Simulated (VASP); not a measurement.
## ZnRe2: band structure with revPBE

Crystal: ZnRe2.

```
Zn Re
1.0
     0.00000    2.89556    2.89556
     2.89556    0.00000    2.89556
     2.89556    2.89556    0.00000
Zn Re
1 2
Cartesian
  0.0000 0.0000 0.0000
  4.3433 4.3433 4.3433
  1.4478 1.4478 1.4478
```

The cell was built by a generator and needn't be a form met in nature.

```yaml
Program: VASP 6.6.1
Task: band structure
Functional: revPBE
Potentials_or_basis: VASP PAW PBE potentials, release 64 (Zn, Re)
Cutoff: 520 eV
k_mesh: 8 × 8 × 8
Occupations: fermi-dirac, width 0.05 eV
Spin: no spin polarisation
Further_INCAR_settings: ALGO = Fast; EDIFF = 1e-06; NBANDS = 20
```

- Pressure: 2.8 GPa
- Band gap along the path: none (metal or under the smearing width)

Levels at the corners of the path, in eV from the Fermi level:
```csv
point,band 11,band 12,band 13,band 14,band 15,band 16
Γ,-3.31,1.79,1.79,1.79,3.54,3.54
X,-1.17,-1.17,0.27,0.27,1.33,1.33
X,-1.17,-1.17,0.27,0.27,1.33,1.33
W,-2.00,-0.31,-0.22,-0.22,0.81,1.06
W,-2.00,-0.31,-0.22,-0.22,0.81,1.06
K,-1.80,-0.53,-0.01,0.17,0.46,0.93
K,-1.80,-0.53,-0.01,0.17,0.46,0.93
Γ,-3.31,1.79,1.79,1.79,3.54,3.54
Γ,-3.31,1.79,1.79,1.79,3.54,3.54
L,-1.50,-0.75,-0.75,-0.72,-0.23,-0.23
L,-1.50,-0.75,-0.75,-0.72,-0.23,-0.23
U,-1.80,-0.53,-0.01,0.17,0.46,0.93
U,-1.80,-0.53,-0.01,0.17,0.46,0.93
W,-2.00,-0.31,-0.22,-0.22,0.81,1.06
W,-2.00,-0.31,-0.22,-0.22,0.81,1.06
L,-1.50,-0.75,-0.75,-0.72,-0.23,-0.23
L,-1.50,-0.75,-0.75,-0.72,-0.23,-0.23
K,-1.80,-0.53,-0.01,0.17,0.46,0.93
U,-1.80,-0.53,-0.01,0.17,0.46,0.93
X,-1.17,-1.17,0.27,0.27,1.33,1.33
```

Run time: 75 s on 1 thread of Intel(R) Xeon(R) 6975P-C (Granite Rapids), with other jobs on the host, peak memory 0.2 GiB.

Caveat: the PAW data sets were made with another functional, which shifts forces and pressure a little; spin-orbit coupling is left out, which moves the levels of the heavy elements.
